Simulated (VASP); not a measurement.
Input of a VASP 6.6.1 run:

File run.py:

```python
from ase.calculators.vasp import Vasp
from ase.eos import EquationOfState
from ase.io import Trajectory
from ase.io import read
from ase.units import GPa

atoms = read('BAu.cif')
calc = Vasp(
    directory='calc',
    xc='pbesol',
    pp='PBE',
    setups='materialsproject',
    prec='Accurate',
    encut=520,
    ediff=1e-06,
    ismear=-1,
    sigma=0.02,
    lreal=False,
    lasph=True,
    nelm=60,
    algo='Normal',
    isif=2,
    lwave=False,
    lcharg=False,
    kpts=[9, 9, 9],
    gamma=True,
)
atoms.calc = calc
cell = atoms.cell.copy()
volumes, energies = [], []
traj = Trajectory('eos.traj', 'w')
for x in [0.94, 0.96, 0.98, 1.0, 1.02, 1.04, 1.06]:
    atoms.set_cell(cell * x ** (1 / 3), scale_atoms=True)
    volumes.append(atoms.get_volume())
    energies.append(atoms.get_potential_energy())
    traj.write(atoms)
    print(f'{x:5.2f} {volumes[-1]:12.5f} {energies[-1]:14.6f}')

v0, e0, B = EquationOfState(volumes, energies, eos='sj').fit()
print(f'V0 = {v0:.4f} A^3, E0 = {e0:.6f} eV, B = {B / GPa:.2f} GPa')
```

Contents of BAu.cif:

```cif
data_BAu
_cell_length_a 3.23686000
_cell_length_b 3.23685741
_cell_length_c 2.84935000
_cell_angle_alpha 90.00000000
_cell_angle_beta 90.00000000
_cell_angle_gamma 120.00002645
_space_group_name_H-M_alt 'P1'
_space_group_name_Hall 'P 1'
_space_group_IT_number 1
loop_
_space_group_symop_operation_xyz
'x,y,z'
loop_
_atom_site_label
_atom_site_type_symbol
_atom_site_symmetry_multiplicity
_atom_site_Wyckoff_symbol
_atom_site_fract_x
_atom_site_fract_y
_atom_site_fract_z
_atom_site_occupancy
B1 B 1 a 0.0000000000 0.0000000000 0.0000000000 1
Au1 Au 1 a 0.3333300000 0.6666700000 0.5000000000 1
```

Potentials or basis: VASP PAW PBE potentials, release 64 (B, Au).

The run is started by

```sh
$ python run.py
```

Q: Predict the equilibrium volume.

A: 12.47 Å³/atom.

Q: Predict the pressure derivative of the bulk modulus.

A: 5.1.

Energy against volume, from the lowest point:
```
volume (Å³/atom)  energy (meV/atom)
          12.151               5.23
          12.410               0.00
          12.668               1.65
          12.927               9.37
          13.185              22.44
          13.444              40.23
          13.702              62.15
```

Caveat: the cell was scaled at fixed shape and fractional positions, which overstates the stiffness of a crystal with free parameters, most of all of layers and chains; the PAW data sets were made with another functional, which shifts forces and pressure a little. The run has no spin-orbit coupling, so splittings on Au are missing.
